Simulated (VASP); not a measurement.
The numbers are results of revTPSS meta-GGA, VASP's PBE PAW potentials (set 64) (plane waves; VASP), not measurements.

A VASP calculation is set up with these files.

### INCAR
```
ALGO=Normal
EDIFF=1E-6
EDIFFG=-0.01
ENCUT=520
IBRION=2
ISIF=3
ISMEAR=1
LASPH=.True.
LCHARG=.False.
LMAXMIX=4
LMIXTAU=.True.
LREAL=.False.
LWAVE=.False.
METAGGA=RTPSS
NELM=100
NSW=60
PREC=Accurate
SIGMA=0.1
SYSTEM=Rh
```

KPOINTS:
```
Automatic mesh
0
Gamma
15 15 15
0 0 0
```

File POSCAR:
```
Rh
1
    0.0000000000     1.9000000000     1.9000000000
    1.9000000000     0.0000000000     1.9000000000
    1.9000000000     1.9000000000     0.0000000000
Rh
1
Direct
  0.0000000000   0.0000000000   0.0000000000
```

POTCAR, in this order: Rh_pv (PBE.64 set). Program: vasp_std.

Output

File OUTCAR:
```
 ion  position               nearest neighbor table
   1  0.000  0.000  0.000-
  LATTYP: Found a face centered cubic cell.
 ALAT       =     3.8000000000
 Subroutine PRICEL returns:
 Original cell was already a primitive cell.
 Subroutine GETGRP returns: Found 48 space group operations
The static configuration has the point symmetry O_h .
The dynamic configuration has the point symmetry O_h .
 Subroutine INISYM returns: Found 48 space group operations
 Subroutine IBZKPT returns following result:
 Found    120 irreducible k-points:

 Following reciprocal coordinates:
            Coordinates               Weight
  0.000000  0.000000  0.000000      1.000000
  0.066667  0.000000  0.000000      8.000000
  0.133333  0.000000  0.000000      8.000000
  0.200000  0.000000  0.000000      8.000000
  0.266667  0.000000  0.000000      8.000000
  0.333333  0.000000  0.000000      8.000000
  0.400000  0.000000  0.000000      8.000000
  0.466667  0.000000  0.000000      8.000000
  0.066667  0.066667  0.000000      6.000000
  0.133333  0.066667  0.000000     24.000000
  0.200000  0.066667  0.000000     24.000000
  0.266667  0.066667  0.000000     24.000000
  0.333333  0.066667  0.000000     24.000000
  0.400000  0.066667  0.000000     24.000000
  0.466667  0.066667  0.000000     24.000000
 -0.466667  0.066667  0.000000     24.000000
 -0.400000  0.066667  0.000000     24.000000
 -0.333333  0.066667  0.000000     24.000000
 -0.266667  0.066667  0.000000     24.000000
 -0.200000  0.066667  0.000000     24.000000
 -0.133333  0.066667  0.000000     24.000000
 -0.066667  0.066667  0.000000     12.000000
  0.133333  0.133333  0.000000      6.000000
  0.200000  0.133333  0.000000     24.000000
  0.266667  0.133333  0.000000     24.000000
  0.333333  0.133333  0.000000     24.000000
  0.400000  0.133333  0.000000     24.000000
  0.466667  0.133333  0.000000     24.000000
 -0.466667  0.133333  0.000000     24.000000
 -0.400000  0.133333  0.000000     24.000000
 -0.333333  0.133333  0.000000     24.000000
 -0.266667  0.133333  0.000000     24.000000
 -0.200000  0.133333  0.000000     24.000000
 -0.133333  0.133333  0.000000     12.000000
  0.200000  0.200000  0.000000      6.000000
  0.266667  0.200000  0.000000     24.000000
  0.333333  0.200000  0.000000     24.000000
  0.400000  0.200000  0.000000     24.000000
  0.466667  0.200000  0.000000     24.000000
 -0.466667  0.200000  0.000000     24.000000
   k-points           NKPTS =    120   k-points in BZ     NKDIM =    120   number of bands    NBANDS=     11
   number of dos      NEDOS =    301   number of ions     NIONS =      1
   total plane-waves  NPLWV =   8000
   dimension x,y,z NGX =    20 NGY =   20 NGZ =   20
   dimension x,y,z NGXF=    40 NGYF=   40 NGZF=   40
   ions per type =               1
   PREC   = accura    normal or accurate (medium, high low for compatibility)
   ISTART =      0    job   : 0-new  1-cont  2-samecut
   ICHARG =      2    charge: 1-file 2-atom 10-const
   ISPIN  =      1    spin polarized calculation?
   LNONCOLLINEAR =      F non collinear calculations
   LSORBIT =      F    spin-orbit coupling
   INIWAV =      1    electr: 0-lowe 1-rand  2-diag
   ENCUT  =  520.0 eV  38.22 Ry    6.18 a.u.   5.00  5.00  5.00*2*pi/ulx,y,z
   NELM   =    100;   NELMIN=  2; NELMDL= -5     # of ELM steps
   EDIFF  = 0.1E-05   stopping-criterion for ELM
   LREAL  =      F    real-space projection
   NLSPLINE    = F    spline interpolate recip. space projectors
   LMAXMIX     =    4 max onsite mixed and CHGCAR
   VOSKOWN=      0    Vosko Wilk Nusair interpolation
...
```

**OSZICAR**
```
       N       E                     dE             d eps       ncg     rms          rms(c)
DAV:   1     0.182013917303E+03    0.18201E+03   -0.10901E+04  2727   0.186E+03
DAV:   2     0.259354008406E+02   -0.15608E+03   -0.14952E+03  2940   0.525E+02
DAV:   3     0.218481831575E+02   -0.40872E+01   -0.40069E+01  3234   0.106E+02
DAV:   4     0.217776928064E+02   -0.70490E-01   -0.70414E-01  3446   0.151E+01
DAV:   5     0.217755375900E+02   -0.21552E-02   -0.21549E-02  3791   0.212E+00    0.154E+01
DAV:   6     0.752828024722E+01   -0.14247E+02   -0.28215E+01  2640   0.924E+01    0.225E+00
DAV:   7     0.778589657630E+01    0.25762E+00   -0.14392E+00  2898   0.180E+01    0.186E+00
DAV:   8     0.681661061620E+01   -0.96929E+00   -0.39505E-01  2661   0.931E+00    0.980E-01
DAV:   9     0.681253079203E+01   -0.40798E-02   -0.12262E-01  3159   0.543E+00    0.597E-01
DAV:  10     0.678846862749E+01   -0.24062E-01   -0.14361E-02  2814   0.190E+00    0.202E-01
DAV:  11     0.678585823082E+01   -0.26104E-02   -0.37245E-03  2985   0.903E-01    0.653E-02
DAV:  12     0.678591015667E+01    0.51926E-04   -0.55888E-04  2886   0.392E-01    0.703E-02
DAV:  13     0.678567701843E+01   -0.23314E-03   -0.17023E-04  2934   0.214E-01    0.139E-02
DAV:  14     0.678567990444E+01    0.28860E-05   -0.15974E-05  2880   0.514E-02    0.206E-03
DAV:  15     0.678567435980E+01   -0.55446E-05   -0.44146E-07  1875   0.112E-02    0.130E-03
DAV:  16     0.678567487693E+01    0.51713E-06   -0.50399E-08  1488   0.357E-03
   1 F= 0.67856749E+01 E0= 0.67856476E+01  d E =0.678567E+01
       N       E                     dE             d eps       ncg     rms          rms(c)
DAV:   1     0.675374181940E+01   -0.31933E-01   -0.51503E-01  2787   0.120E+01    0.133E+00
DAV:   2     0.678762860636E+01    0.33887E-01   -0.77553E-02  2754   0.436E+00    0.247E-01
DAV:   3     0.678653454885E+01   -0.10941E-02   -0.15883E-03  2781   0.459E-01    0.138E-01
DAV:   4     0.678832243992E+01    0.17879E-02   -0.16699E-03  2769   0.496E-01    0.336E-02
DAV:   5     0.678638388038E+01   -0.19386E-02   -0.98946E-04  2706   0.454E-01    0.896E-03
DAV:   6     0.678637875564E+01   -0.51247E-05   -0.10052E-05  3153   0.490E-02    0.510E-03
DAV:   7     0.678637834538E+01   -0.41027E-06   -0.34640E-06  2766   0.301E-02
   2 F= 0.67863783E+01 E0= 0.67863535E+01  d E =0.703468E-03
       N       E                     dE             d eps       ncg     rms          rms(c)
DAV:   1     0.676890570138E+01   -0.17473E-01   -0.26385E-01  2775   0.865E+00    0.921E-01
DAV:   2     0.678609131022E+01    0.17186E-01   -0.40050E-02  2742   0.312E+00    0.197E-01
DAV:   3     0.678555135747E+01   -0.53995E-03   -0.77610E-04  2751   0.317E-01    0.106E-01
DAV:   4     0.678636856624E+01    0.81721E-03   -0.66762E-04  2787   0.312E-01    0.147E-02
DAV:   5     0.678558118696E+01   -0.78738E-03   -0.41800E-04  2685   0.300E-01    0.737E-03
DAV:   6     0.678555838488E+01   -0.22802E-04   -0.10090E-05  3030   0.447E-02    0.321E-03
DAV:   7     0.678555793293E+01   -0.45195E-06   -0.20543E-06  2748   0.213E-02
   3 F= 0.67855579E+01 E0= 0.67855316E+01  d E =-.116944E-03
```

File OUTCAR:
```
------------------------ aborting loop because EDIFF is reached ----------------------------------------
  FORCE on cell =-STRESS in cart. coord.  units (eV):
  Direction    XX          YY          ZZ          XY          YZ          ZX
  --------------------------------------------------------------------------------------
  Total       -0.0030761     -0.0030761     -0.0030761      0.0000000      0.0000000      0.0000000
  in kB       -0.3604052     -0.3604052     -0.3604052      0.0000000      0.0000000      0.0000000
  external PRESSURE =      -0.3604052 kB  Pullay stress =       0.0000000 kB
  volume of cell :       13.67
      direct lattice vectors                 reciprocal lattice vectors
    -0.000000000  1.898005071  1.898005071    -0.263434491  0.263434491  0.263434491
     1.898005071  0.000000000  1.898005071     0.263434491 -0.263434491  0.263434491
     1.898005071  1.898005071 -0.000000000     0.263434491  0.263434491 -0.263434491
 POSITION                                       TOTAL-FORCE (eV/Angst)
 -----------------------------------------------------------------------------------
      0.00000      0.00000      0.00000         0.000000      0.000000     -0.000000
 -----------------------------------------------------------------------------------
    total drift:                               -0.000000      0.000000     -0.000000
  FREE ENERGIE OF THE ION-ELECTRON SYSTEM (eV)
  ---------------------------------------------------
  free  energy   TOTEN  =         6.7855579329 eV

  energy  without entropy=        6.7854790141  energy(sigma->0) =        6.78553163

 reached required accuracy - stopping structural energy minimisation
```
(Selected blocks of OUTCAR.)

CONTCAR:
```
Rh
   1.00000000000000
    -0.0000000000000000    1.8980050707731468    1.8980050707731468
     1.8980050707731468    0.0000000000000000    1.8980050707731468
     1.8980050707731468    1.8980050707731468   -0.0000000000000000
  Rh
     1
Direct
     0.0000000000000000    0.0000000000000000    0.0000000000000000
```

**OUTCAR**
```
 val. band max:       11.9964181724   @ k =  -0.3333   0.2000   0.0667

 cond. band min:      12.0350798764   @ k =  -0.4667   0.2667   0.1333


 Fermi energy:        12.0093414730

 k-point     1 :       0.0000    0.0000    0.0000
  band No.  band energies     occupation
      1     -34.8042      2.00000
      2     -34.8042      2.00000
      3     -34.8042      2.00000
      4       3.9289      2.00000
      5       8.8678      2.00000
      6       8.8678      2.00000
      7       8.8678      2.00000
      8      10.9474      2.00000
      9      10.9474      2.00000
     10      28.2220      0.00000
     11      30.5384      0.00000

 k-point     2 :       0.0667    0.0000    0.0000
  band No.  band energies     occupation
      1     -34.8379      2.00000
      2     -34.8087      2.00000
      3     -34.8087      2.00000
      4       4.1090      2.00000
      5       8.7872      2.00000
      6       8.9387      2.00000
      7       8.9387      2.00000
      8      10.9078      2.00000
      9      10.9078      2.00000
     10      28.4781      0.00000
     11      30.5382      0.00000

 k-point     3 :       0.1333    0.0000    0.0000
  band No.  band energies     occupation
      1     -34.9325      2.00000
      2     -34.8215      2.00000
      3     -34.8215      2.00000
      4       4.6134      2.00000
      5       8.6043      2.00000
      6       9.1089      2.00000
      7       9.1089      2.00000
      8      10.8407      2.00000
      9      10.8407      2.00000
     10      29.1114      0.00000
     11      30.5353      0.00000

 k-point     4 :       0.2000    0.0000    0.0000
  band No.  band energies     occupation
      1     -35.0703      2.00000
      2     -34.8403      2.00000
      3     -34.8403      2.00000
      4       5.2970      2.00000
      5       8.5127      2.00000
      6       9.2388      2.00000
      7       9.2388      2.00000
      8      10.9029      2.00000
      9      10.9029      2.00000
...
```

The compound is Rh in the fcc structure. This run relaxes it. Symmetry was kept, so distortions that lower it aren't found.
